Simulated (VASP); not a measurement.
All values below come from PBE GGA, VASP's PBE PAW potentials (set 64) (plane waves; VASP 6.6.1).

A VASP calculation is set up with these files.

### POSCAR
```
Te
1.0
  2.2827642121  -3.9538632746   0.0000000000
  2.2827642121   3.9538632746   0.0000000000
  0.0000000000   0.0000000000   5.9064948989
Te
3
Cartesian
  0.6091380527   1.0550579701   3.9376652348
  3.3472523188   0.0000000000   0.0000000000
  0.6091380527  -1.0550579701   1.9688296641
```

INCAR:
```
ALGO = Normal
EDIFF = 1E-6
EDIFFG = -0.02
ENCUT = 400
GGA = PE
IBRION = 2
ISIF = 3
ISMEAR = 0
LASPH = .True.
LCHARG = .False.
LMAXMIX = 4
LREAL = .False.
LWAVE = .False.
NELM = 100
NSW = 60
PREC = Accurate
SIGMA = 0.05
SYSTEM = Te
```

### KPOINTS
```
kpoints
0
G
  5 5 4
0 0 0
```

POTCAR, in this order: Te (PBE.64 set). Program: vasp_std.

Question: What will the output report for the number of irreducible k-points (NKPTS), number of bands (NBANDS), largest plane-wave count, number of space-group operations, FFT grid (NGX, NGY, NGZ)?

Answer: 
```yaml
number of irreducible k-points (NKPTS): 17
number of bands (NBANDS): 13
largest_plane_wave_count: 1976
number_of_space_group_operations: 6
FFT grid (NGX, NGY, NGZ): 30 × 30 × 40
```

The compound is Te in the trig structure. This run relaxes it. Symmetry was kept, so distortions that lower it aren't found. The start is the result of an earlier pass.
